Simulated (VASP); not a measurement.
Given:

```
CELL_PARAMETERS angstrom
      0.00000     2.33336     2.33336
      2.33336     0.00000     2.33336
      2.33336     2.33336     0.00000
ATOMIC_POSITIONS crystal
  Li 0.25000 0.25000 0.25000
  Li 0.75000 0.75000 0.75000
  O  0.00000 0.00000 0.00000
```

Method: r2SCAN meta-GGA, VASP's PBE PAW potentials (set 64) (plane waves; VASP). Settings: 520 eV cut-off, 10×10×10 Γ-centred mesh, Gaussian smearing of 0.050 eV, potentials Li_sv O.

### Question
Estimate the energy per atom (σ→0), pressure, band gap (on the k-mesh) with the smallest direct gap where there is one.

### Answer

- band gap (on the k-mesh) = 5.60 eV
- smallest direct gap (on the k-mesh) = 5.83 eV
- energy per atom (σ→0) = -5604 meV/atom
- pressure = -52.5 kbar

Only differences to runs with the same potentials and settings are physical.

The compound is Li2O in the antifluorite structure. This cell is one point of a volume scan, at 1.06 of the reference volume.
